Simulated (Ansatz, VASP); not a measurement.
# H2CClF: VASP beside Ansatz

One calculation is typed for both programs; each brings its own data sets. How far apart do they land? The cell is taken from a series of runs on this material, whose earlier steps may have relaxed, scaled, displaced or heated it; both programs get it as it stands.

Method: plane waves, with VASP 6.6.1 beside it; G0W0 gap at HSE06 form with 30 % exact exchange, screening 0.2078 1/A with an exact-exchange share of 0.3, in Ansatz 0.2.0.

### Step 1. Set-up

Symmetry: P2_1, No. 4, monoclinic system. The conventional cell has a = 5.021 Å, b = 4.148 Å, c = 6.768 Å, α = 90.00°, β = 108.21°, γ = 90.00°. Nearest to H lie 1 C at 1.09 Å. H has 1 C at 1.09 Å nearest. Nearest to C lie 2 H at 1.09 Å and 1 F at 1.38 Å and 1 Cl at 1.79 Å. Nearest to Cl lie 1 C at 1.79 Å. Nearest to F lie 1 C at 1.38 Å. Farther neighbours and most contacts between anions are not listed.

As a file:

```cif
data_structure
_symmetry_space_group_name_H-M 'P2_1'
_symmetry_Int_Tables_number 4
_cell_length_a 5.0206
_cell_length_b 4.1477
_cell_length_c 6.7676
_cell_angle_alpha 90.000
_cell_angle_beta 108.205
_cell_angle_gamma 90.000
_cell_volume 133.87
loop_
_atom_site_label
_atom_site_type_symbol
_atom_site_symmetry_multiplicity
_atom_site_Wyckoff_symbol
_atom_site_fract_x
_atom_site_fract_y
_atom_site_fract_z
_atom_site_occupancy
H1 H 2 a 0.28530 0.39148 0.15539 1
H2 H 2 a 0.57077 0.10786 0.27085 1
C1 C 2 a 0.34603 0.14081 0.19431 1
Cl1 Cl 2 a 0.16636 0.00248 0.36828 1
F1 F 2 a 0.26439 0.95787 0.01487 1
```

### Step 2. Ansatz: G0W0 gap, HSE06 form with 30 % exact exchange, screening 0.2078 1/A with an exact-exchange share of 0.3

Ansatz runs on its PAW soft_1 files.

Quasiparticle shifts depend on high empty states and on the cores, so they are the hardest test of two PAW sets.

Input file input.yaml:

```yaml
crystal:
  lattice:
    - [5.0206, 0.0, 0.0]
    - [0.0, 4.1477, 0.0]
    - [-2.1143188253, 0.0, 6.4288463713]
  atoms:
    - { symbol: H, position: [0.2852960594, 0.3914791351, 0.1553943381] }
    - { symbol: H, position: [0.7147039406, 0.8914791351, 0.8446056619] }
    - { symbol: H, position: [0.5707653094, 0.1078566959, 0.2708502709] }
    - { symbol: H, position: [0.4292346906, 0.6078566959, 0.7291497291] }
    - { symbol: C, position: [0.3460283809, 0.1408088981, 0.1943138297] }
    - { symbol: C, position: [0.6539716191, 0.6408088981, 0.8056861703] }
    - { symbol: Cl, position: [0.1663619786, 0.0024810456, 0.3682784982] }
    - { symbol: Cl, position: [0.8336380214, 0.5024810456, 0.6317215018] }
    - { symbol: F, position: [0.264389849, 0.9578742253, 0.0148699962] }
    - { symbol: F, position: [0.735610151, 0.4578742253, 0.9851300038] }
kpoints:
  mp_grid: { grid: [4, 4, 2] }
hamiltonian:
  xc:
    exchange: pbe
    correlation: pbe
    exx: { coeff: 0.3, omega: 0.2078 }
  pseudopotentials: { kind: paw, azcp: { folder: soft_1 } }
scf:
  occupations: { method: fixed }
gw:
  n_empty_bands: 558
  ecut_chi: 150.0
  qp_bands: [v3, c3]
  qp_kpoints: band_edges
  screening: { model: contour_deformation }
```

Started as:

```sh
> ansatz run input.yaml --threads 2 --pin off --max-ram 73728MiB --backend cuda --events-out ev --progress --plain --runs-dir out --devices 1 --max-vram 13GiB
```

Numbers of over 12 decimals in the logs are rounded to 6 here.

The log of the run:

```text
GPUs: using 1 of 1 available (devices: 1).
Engine: ansatz 0.2.0, x86_64-unknown-linux-gnu
Pseudopotentials: kind: paw
Pseudopotential: H, paw, valence charge 1, recommended cutoff 420 eV (normal), soft_1/H.paw.azcp
Pseudopotential: C, paw, valence charge 4, recommended cutoff 420 eV (normal), soft_1/C.paw.azcp
Pseudopotential: Cl, paw, valence charge 7, recommended cutoff 420 eV (normal), soft_1/Cl.paw.azcp
Pseudopotential: F, paw, valence charge 7, recommended cutoff 420 eV (normal), soft_1/F.paw.azcp
Functional definition: unnamed
  parameter a_1 = 0.3
  parameter omega_1 = 0.2078/angstrom
  exchange = pbe_x + (-a_1)*pbe_x_sr(omega_1) + a_1*exact_x_sr(omega_1)
  correlation = pbe_c
davidson cushion auto → on  (no smearing: the cushion is to keep the highest requested band from converging to the state above it; pin scf.eigensolver.cushion to override)
device memory: the entry about to start is reckoned to put 1.1 GiB on a device that reports 46.8 GiB free (of which the cap on the GPU budget leaves the run 13.0 GiB)
GPU FFT provider: cuFFT
GPU libraries: cuBLAS 13.8.2, cuFFT 12.4.0, cuSOLVER 12.3.4
Crystal: 10 atoms, lattice volume = 133.874 Å³
Basis set: ecut = 420 eV, 2603 PW (Γ)
Bands: 30, of which v1, the nominal top of the filled ones, is band 20 counted from 1 (19 counted from 0)
Symmetry: 2 space group operations
Space group: P21 (ITA 4), of the structure as read, at distance tolerance 5.1e-5 Å
k-points: 18 of 32 (time reversal used)
Non-local potential: H, projectors of the file, l = 0: 2, l = 1: 1
Non-local potential: C, projectors of the file, l = 0: 2, l = 1: 2, l = 2: 1
Non-local potential: Cl, projectors of the file, l = 0: 2, l = 1: 2, l = 2: 1
Non-local potential: F, projectors of the file, l = 0: 2, l = 1: 2, l = 2: 1
PAW form: soft (Blöchl's): semilocal exchange-correlation on the pseudo side does not see the compensation charge
PAW frozen core: C, regenerated for the run's functional, and the local potential with it (the file was generated under x = pbe(κ = 0.804, μ = 0.219515), c = pbe(β = 0.066725))
PAW frozen core: Cl, regenerated for the run's functional, and the local potential with it (the file was generated under x = pbe(κ = 0.804, μ = 0.219515), c = pbe(β = 0.066725))
PAW frozen core: F, regenerated for the run's functional, and the local potential with it (the file was generated under x = pbe(κ = 0.804, μ = 0.219515), c = pbe(β = 0.066725))
PAW one-centre angular grid: H, 110 points (default); XC on 64 Gauss nodes
PAW one-centre angular grid: C, 110 points (default); XC on 64 Gauss nodes
PAW one-centre angular grid: Cl, 110 points (default); XC on 64 Gauss nodes
PAW one-centre angular grid: F, 110 points (default); XC on 64 Gauss nodes
Initial density: superposition of atomic densities (chi_scale 0.1, normalization cell, long waves kept (reshape's long-wave potential 0.59 eV rms))
Initial wavefunctions: pseudopotential atomic-orbital guess
GPU buffer pool allocated for 51840 grid points (all kernels)
GPU transforms: local potential and band sums: pruned to the plane-wave sphere, on 36×27×45
Functional: x = pbe(κ = 0.804, μ = 0.219515), c = pbe(β = 0.066725), warm-up for x = pbe(κ = 0.804, μ = 0.219515) + 0.3 (exact − pbe) at short range (hse, ω = 0.2078 Å⁻¹), c = pbe(β = 0.066725)
SCF iter   1: F=—  HF=-4347.483792 eV  |F-HF|=—  |Δ(HF+E_count)|=         —  Δρ=1.23e-1  dr2=1.88e1  ethr=1.00e-1  ⟨swp⟩=6.2  Hψ=2044  notcnv=0
preconditioner: auto → none  [insulator: Δε(μ)=4.346 eV  Ē_g=13.522 eV  n_scr=26 (ndim 8)  ℏωp=19.3 eV  f_vac=0.036]
SCF iter   2: F=—  HF=-4343.385385 eV  |F-HF|=—  |Δ(HF+E_count)|=    4.10e0  Δρ=8.60e-2  dr2=5.95e0  ethr=4.71e-2  ⟨swp⟩=3.3  Hψ=1556  notcnv=0  defer=1
iter 3 solved again at ethr=1.01e-3 eV; its pass at ethr=1.49e-2 eV (dr2=4.02e-1 eV) is discarded
SCF iter   3: F=—  HF=-4341.725539 eV  |F-HF|=—  |Δ(HF+E_count)|=    1.66e0  Δρ=2.47e-2  dr2=3.97e-1  ethr=1.01e-3  ⟨swp⟩=2.6  Hψ=2558  notcnv=0  defer=1
SCF iter   4: F=—  HF=-4341.623990 eV  |F-HF|=—  |Δ(HF+E_count)|=   1.02e-1  Δρ=5.20e-3  dr2=2.25e-2  ethr=9.92e-4  ⟨swp⟩=3.1  Hψ=1295  notcnv=0  defer=1
SCF iter   5: F=-4341.620527 eV  HF=-4341.621656 eV  |F-HF|=1.13e-3  |Δ(HF+E_count)|=   2.33e-3  Δρ=1.37e-3  dr2=1.96e-3  ethr=5.63e-5  ⟨swp⟩=4.0  Hψ=1532  notcnv=0
SCF 1 stopped early in 5 iterations: F = -4341.620527 eV  dr2 = 1.96e-3
  greatest PAW one-centre occupation: 0.931 electrons in one spin orbital (limit 2), on the F atom at site 9 (counted from 0), in its partial waves of l = 0
device memory: the entry about to start is reckoned to put 1.7 GiB (of the 1.8 GiB reckoned in all, the device holds 0.1 GiB already) on a device that reports 46.7 GiB free (of which the cap on the GPU budget leaves the run 12.9 GiB)
GPU FFT provider: cuFFT
GPU libraries: cuBLAS 13.8.2, cuFFT 12.4.0, cuSOLVER 12.3.4
Initial density: handed on by an earlier stage of this run
[...]
0    20     -2.1839   -21.2125     1.8958   -17.8425  0.8465    -3.6712    -3.6582  root
     0    21      6.5030    -7.6130    -3.3336   -12.2135  0.8710     7.7774     7.7699  root
     0    22      6.7788    -8.0435    -3.4269   -12.7850  0.8664     8.1019     8.0934  root
     0    23      7.0502    -5.8096    -3.1713    -9.8834  0.8828     7.9563     7.9526  root
     1    18     -2.5998   -21.3673     2.0206   -17.8580  0.8458    -4.1022    -4.0884  root
     1    19     -2.5837   -20.8479     1.9713   -17.3585  0.8451    -4.1166    -4.1018  root
     1    20     -2.2078   -21.3497     1.8919   -18.0106  0.8454    -3.6676    -3.6550  root
     1    21      6.5500    -7.1350    -3.2572   -11.5872  0.8748     7.7516     7.7451  root
     1    22      6.6707    -8.7331    -3.6076   -13.7320  0.8617     8.0715     8.0619  root
     1    23      7.2631    -5.3003    -3.0544    -9.2224  0.8862     8.1343     8.1309  root
     2    18     -2.7687   -21.6049     2.0881   -18.0694  0.8434    -4.2295    -4.2161  root
     2    19     -2.5675   -21.0385     2.0019   -17.5313  0.8457    -4.0871    -4.0728  root
     2    20     -2.1862   -21.4195     1.9405   -18.0011  0.8473    -3.6770    -3.6640  root
     2    21      6.4486    -7.7112    -3.3301   -12.2930  0.8708     7.7076     7.7004  root
     2    22      6.8306    -8.4471    -3.5177   -13.3338  0.8635     8.2090     8.1996  root
     2    23      7.4836    -6.2391    -3.3154   -10.6005  0.8786     8.5349     8.5297  root
     3    18     -2.7020   -21.2504     2.0010   -17.7709  0.8448    -4.1943    -4.1805  root
     3    19     -2.4968   -21.1404     2.0005   -17.6326  0.8462    -4.0183    -4.0041  root
     3    20     -2.2571   -21.3047     1.9327   -17.8961  0.8469    -3.7461    -3.7330  root
     3    21      6.6332    -8.5306    -3.5188   -13.4134  0.8636     8.0064     7.9973  root
     3    22      6.6690    -7.2958    -3.3170   -11.8545  0.8725     7.9179     7.9107  root
     3    23      7.8607    -7.4637    -3.4384   -12.1617  0.8719     9.1284     9.1204  root
     4    18     -2.8070   -21.5046     2.0709   -17.9797  0.8435    -4.2746    -4.2611  root
     4    19     -2.3126   -21.5595     2.0196   -18.0564  0.8475    -3.8093    -3.7961  root
[...]
16    22      6.7639    -8.7431    -3.5429   -13.6661  0.8621     8.1534     8.1439  root
    16    23      7.6215    -5.3774    -3.1210    -9.5056  0.8868     8.6334     8.6288  root
    17    18     -2.7533   -21.7317     2.0660   -18.2284  0.8444    -4.2034    -4.1905  root
    17    19     -1.9640   -21.6256     1.9429   -18.2080  0.8488    -3.4512    -3.4387  root
    17    20     -1.9640   -21.6256     1.9429   -18.2080  0.8488    -3.4512    -3.4387  root
    17    21      6.7526    -8.6541    -3.5136   -13.5437  0.8638     8.1380     8.1287  root
    17    22      6.7526    -8.6541    -3.5136   -13.5437  0.8638     8.1380     8.1287  root
    17    23      7.9237    -5.9426    -3.2470   -10.2737  0.8807     9.0134     9.0078  root
```

(Continued in part 2 of 2.)

[Lines on the potential files, build, host, timing and source positions are cut from VASP's logs without a mark.]

[Logs are printed without paths, hosts, clocks, repeated set-up lines and the standing remarks that a program may print on its own settings, such as how far it seeks lower states.]

[Hosts, paths, dates, database ids (printed as entryN), source tags and the programs' standing remarks are cut or masked in the printed files.]
